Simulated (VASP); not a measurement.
Input:

```xyz
8
Lattice="5.7592 0.0000 0.0000 0.0000 5.7592 0.0000 0.0000 0.0000 5.7592" Properties=species:S:1:pos:R:3 pbc="T T T"
Zn     5.7592     5.7592     0.0000
Zn     2.8796     2.8796     5.7592
Zn     2.8796     5.7592     2.8796
Se     1.5155     1.3641     1.3641
Se     4.2437     4.3951     1.3641
Se     4.2437     1.3641     4.3951
Se     1.5155     4.3951     4.3951
Hg     5.7592     2.8796     2.8796
```

The numbers are results of PBEsol GGA, VASP's PBE PAW potentials (set 64) (plane waves; VASP), not measurements. Numerical set-up: 400 eV cut-off, 5×5×5 Γ-centred mesh, tetrahedra with Blöchl corrections, potentials Zn Se Hg.

Task: The job: HgZn$_{3}$Se$_{4}$ (ordered alloy cell), 8 atoms, PBEsol, static run, 400 eV, 5×5×5 Γ-centred mesh. Roughly how much core time does it take on a busy server core?

Result: About 40 core-seconds (one run on a shared machine, a rough figure). It had 10 irreducible k-points, 43 bands, up to 3485 plane waves and 17 electronic steps.

The structure was generated: HgZn3Se4 was put into an ordered model structure (P-43m), which need not be its known phase. It was relaxed first.
